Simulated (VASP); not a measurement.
Input:

```yaml
crystal:
  lattice:
    - [0.00000, 2.51645, 2.51645]
    - [2.51645, 0.00000, 2.51645]
    - [2.51645, 2.51645, 0.00000]
  atoms:
    - { symbol: Li, position: [0.00000, 0.00000, 0.00000] }
    - { symbol: Cl, position: [0.50000, 0.50000, 0.50000] }
```

All values below come from HSE06 screened hybrid, VASP's PBE PAW potentials (set 64) (plane waves; VASP 6.6.1). Run with 400 eV cut-off, 9×9×9 Γ-centred mesh, Gaussian smearing of 0.010 eV, potentials Li_sv Cl.

Problem. What does the run give for the energy per atom (σ→0), band gap (on the k-mesh) with the smallest direct gap where there is one?

Solution. 
The band gap (on the k-mesh) comes out as 8.24 eV. The smallest direct gap (on the k-mesh) is 8.24 eV and the energy per atom (σ→0) is -4.258 eV/atom.

The absolute energy has meaning only against runs of the same code, potentials and settings.

The structure comes from a computed database's LiCl entry; how it stands against other phases isn't given here. The cell was not relaxed at this level.
